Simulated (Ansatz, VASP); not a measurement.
# TiB2 in two plane-wave programs, part 2 of 2

Aim: how closely do two programs agree when they are given the same cell, functional and k mesh? The cell is taken from a series of VASP runs on this material, whose earlier steps may have relaxed, scaled or displaced it; both programs get it as it stands.

VASP 6.6.1 and Ansatz 0.2.0.

So far. Step 3 (VASP: band structure, PBEsol): The run ends at a pressure of -0.10 GPa.

## 5. VASP: electric field gradients, PBEsol

Level of this step: PBEsol; plane waves and PAW (Ti_sv, B) (VASP).

Field gradients test the density near the nuclei, where the PAW reconstruction matters most.

INCAR

```
SYSTEM = TiB2
PREC = Accurate
ENCUT = 420
EDIFF = 1E-07
NELM = 100
ISMEAR = 0
SIGMA = 0.05
LREAL = .FALSE.
ALGO = Normal
GGA = PS
NBANDS = 15
LASPH = .TRUE.
LORBIT = 11
LWAVE = .FALSE.
LCHARG = .FALSE.
KPAR = 2
LEFG = .TRUE.
```

POSCAR

```
TiB2
1.0
    3.0166664090      0.0000000000      0.0000000000
   -1.5083332045      2.6125097449      0.0000000000
    0.0000000000      0.0000000000      3.1914937477
Ti B
1 2
Direct
    0.0000000000      0.0000000000      0.0000000000
    0.3333333333      0.6666666667      0.5000000000
    0.6666666667      0.3333333333      0.5000000000
```

KPOINTS

```
Automatic mesh
0
Gamma
10 10 8
0 0 0
```

Potentials, in the order of the species: Ti_sv and B (PBE family, release 64).

Command:

```
mpirun -np 2 vasp_std
```

Numbers of over 12 decimals in the logs are rounded to 6 here.

The log of the run:

```text
[banner, memory and clock lines left out]
running    2 mpi-ranks, on    1 nodes
[...]
[... a notice as in an earlier step ...]

 LDA part: xc-table for (Slater+PW92), standard interpolation
 POSCAR, INCAR and KPOINTS ok, starting setup
[...]
entering main loop
       N       E                     dE             d eps       ncg     rms          rms(c)
DAV:   1     0.108149660168E+03    0.10815E+03   -0.79993E+03  2107   0.118E+03
DAV:   2    -0.243471317964E+02   -0.13250E+03   -0.12841E+03  2226   0.329E+02
DAV:   3    -0.306754681587E+02   -0.63283E+01   -0.62721E+01  2902   0.727E+01
DAV:   4    -0.308418056982E+02   -0.16634E+00   -0.16565E+00  2622   0.104E+01
[...]
DAV:  13    -0.257788911264E+02    0.19595E-06   -0.65521E-06  3084   0.230E-02    0.429E-03
DAV:  14    -0.257788908780E+02    0.24845E-06   -0.88288E-07  2559   0.107E-02    0.641E-04
DAV:  15    -0.257788909357E+02   -0.57683E-07   -0.80265E-08  1647   0.222E-03
ion   1
[...]
0.0000000     0.0000000     0.0000000    -5.5968762     0.0000000     0.0000000
     0.0000257     0.0000000     0.0000000    -5.5968760     0.0000000     0.0000000
     0.0000354     0.0000000     0.0000000    -5.5968759     0.0000000     0.0000000
     0.0000487     0.0000000     0.0000000    -5.5968757     0.0000000     0.0000000
     0.0000671     0.0000000     0.0000000    -5.5968754     0.0000000     0.0000000

ion   3
     0.0000000     0.0000000    -0.0000000    -4.3389646     0.0000000     0.0000000
     0.0000257     0.0000000    -0.0000000    -4.3389645     0.0000000     0.0000000
     0.0000354     0.0000000    -0.0000000    -4.3389645     0.0000000     0.0000000
     0.0000487     0.0000000    -0.0000000    -4.3389645     0.0000000     0.0000000
     0.0000671     0.0000000    -0.0000000    -4.3389645     0.0000000     0.0000000

     0.0000000     0.0000000    -0.0000000    -5.5968762     0.0000000     0.0000000
     0.0000257     0.0000000    -0.0000000    -5.5968760     0.0000000     0.0000000
     0.0000354     0.0000000    -0.0000000    -5.5968759     0.0000000     0.0000000
     0.0000487     0.0000000    -0.0000000    -5.5968757     0.0000000     0.0000000
     0.0000671     0.0000000    -0.0000000    -5.5968754     0.0000000     0.0000000

   1 F= -.25778891E+02 E0= -.25778024E+02  d E =-.173302E-02
```

Parts of OUTCAR (step 5):

```text
  Total       -0.0134554     -0.0134554     -0.0145336      0.0000000      0.0000000     -0.0000000
  in kB       -0.8570958     -0.8570958     -0.9257763      0.0000000      0.0000000     -0.0000000
  external PRESSURE =      -0.8799893 kB  Pullay stress =       0.0000000 kB

 POSITION                                       TOTAL-FORCE (eV/Angst)
 -----------------------------------------------------------------------------------
      0.00000      0.00000      0.00000        -0.000000      0.000000      0.000000
     -0.00000      1.74167      1.59575        -0.000000      0.000000      0.000000
      1.50833      0.87084      1.59575         0.000000     -0.000000      0.000000
 -----------------------------------------------------------------------------------
    total drift:                               -0.000000      0.000000      0.000000

  FREE ENERGIE OF THE ION-ELECTRON SYSTEM (eV)
  ---------------------------------------------------
  free  energy   TOTEN  =       -25.7788909357 eV

  energy  without entropy=      -25.7771579125  energy(sigma->0) =      -25.77802442

[... 1 part as in an earlier step ...]

[... 2 further parts left out ...]
[key lines of the parts left out:]
E-fermi :  10.0486
```

The run ends at a pressure of -0.09 GPa.

## 6. Ansatz: electric field gradients, PBEsol

The same cell, functional, mesh and smearing now go to Ansatz, which takes its cutoff from its data sets.

The cell is taken from a series of VASP runs on this material, whose earlier steps may have relaxed, scaled or displaced it; both programs get it as it stands.

input.yaml

```yaml
crystal:
  lattice:
    - [3.016666409, 0.0, 0.0]
    - [-1.5083332045, 2.6125097449, 0.0]
    - [0.0, 0.0, 3.1914937477]
  atoms:
    - { symbol: Ti, position: [0.0, 0.0, 0.0] }
    - { symbol: B, position: [0.3333333333, 0.6666666667, 0.5] }
    - { symbol: B, position: [0.6666666667, 0.3333333333, 0.5] }
hamiltonian:
  xc: pbesol
  pseudopotentials: { kind: paw }
kpoints:
  mp_grid: { grid: [10, 10, 8] }
scf:
  occupations: { method: gaussian, width: 0.05 }
  n_extra_bands: 4
output:
  forces: true
  stress: true
  eigenvalues: true
  efg: {}
```

Command:

```
ansatz run input.yaml --threads 2 --pin off --max-ram 4608MiB --backend cpu --events-out ev --progress --plain --runs-dir out
```

The log of the run:

```text
[...]
Crystal: 3 atoms, lattice volume = 25.152 Å³
Basis set: ecut = 420 eV, 503 PW (Γ), exchange–correlation on 48×48×48 points (8 copies of the dense FFT grid, shifted against one another)
Bands: 13, of which v1, the nominal top of the filled ones, is band 9 counted from 1 (8 counted from 0)
Symmetry: 24 space group operations
[...]
k-points: 70 of 800
[...]
--- Band table (eV; the first three rows and the last of 70) ---
  k-point 0: bands = [... 5 lower, 12.7098, 12.7098, 13.1723, 13.2220, 17.3690, 17.3690, 19.2210, 19.2210]
  k-point 1: bands = [... 5 lower, 11.5549, 12.8799, 12.8799, 14.6321, 16.8542, 16.8542, 18.8478, 18.8478]
  k-point 2: bands = [... 5 lower, 9.8552, 13.3789, 13.3789, 15.8517, 16.0016, 16.0016, 17.8912, 17.8912]
  k-point 69: bands = [... 5 lower, 7.2994, 9.7357, 11.9966, 12.2862, 18.0312, 19.4728, 19.6839, 19.9980]
[key lines of the parts left out:]
SCF converged after 6 iterations
Free energy (F): -2782.613383 eV
Fermi energy:    15.323042 eV
P = ⅓ Tr σ = -0.2477 GPa (-2.477 kbar)
```

It took 2.1 s on 2 threads of Arm Neoverse N1, shared host; peak memory 0.32 GiB.

The run ends at a pressure of -0.25 GPa.

## 7. Side by side

What differs besides the data sets and the points named for the pairs above, as far as they apply: Ansatz adds the response of the frozen cores to the gradients, VASP leaves it out. Total energies have different zeros and are not compared.

The two programs side by side:

```csv
quantity,Ansatz,VASP,difference
pressure (GPa),-0.25,-0.09,-0.16
pressure without Ansatz's Pulay correction (GPa),-0.46,-0.09,-0.38
Vzz at Ti1 (V/Å²),18.2,16.4,+1.8
Vzz at B2 (V/Å²),2.7,4.3,-1.6
Vzz at B3 (V/Å²),2.7,4.3,-1.6
```

Ansatz's pressure holds a Pulay correction of 0.22 GPa; VASP's holds none.

## 8. What the set-up changes

Further runs change the set-up of one program: Ansatz's method, potentials or start, or VASP's data sets, cutoff or form of LDA. The table gives Ansatz less VASP for each quantity, since a change that brings one quantity closer may part another.

```csv
run,pressure (GPa),Vzz at Ti1 (V/Å²),Vzz at B2 (V/Å²),Vzz at B3 (V/Å²),pressure without Ansatz's Pulay correction (GPa)
as above,-0.16,1.8,-1.6,-1.6,-0.38
cores kept as stored,-0.010,1.6,-1.6,-1.6,-0.23
Ansatz's larger PAW set (cutoff 910 eV),-0.17,2.3,-0.46,-0.46,
```

## 9. Summary of results

```yaml
r_m_s_difference_of_levels_near_the_fermi_level_band_structure_pbesol: 4.4 meV
difference_in_vzz_at_ti1_electric_field_gradients_pbesol: 1.8 V/Å²
```

What this shows: The r.m.s. difference of levels near the Fermi level is 4.4 meV (band structure, PBEsol), within the 80 meV picked in this series as the mark of a large difference. Electric field gradients, PBEsol, cores kept as stored: the difference in pressure goes from -0.16 to -0.010 GPa; the difference in pressure without Ansatz's Pulay correction goes from -0.38 to -0.23 GPa. Electric field gradients, PBEsol, Ansatz's larger PAW set (cutoff 910 eV): the difference in Vzz at Ti1 goes from 1.8 to 2.3 V/Å²; the difference in Vzz at B2 goes from -1.6 to -0.46 V/Å²; the difference in Vzz at B3 goes from -1.6 to -0.46 V/Å². 1 further run of this series is not shown here. Such differences can come from data sets, numerical settings and the points named under the comparisons, not from the functional's error against experiment.

[Lines on the potential files, build, host, timing and source positions are cut from VASP's logs without a mark.]

[Logs are printed without paths, hosts, clocks, repeated set-up lines and the standing remarks that a program may print on its own settings, such as how far it seeks lower states.]

[Hosts, paths, dates, database ids (printed as entryN), source tags and the programs' standing remarks are cut or masked in the printed files.]
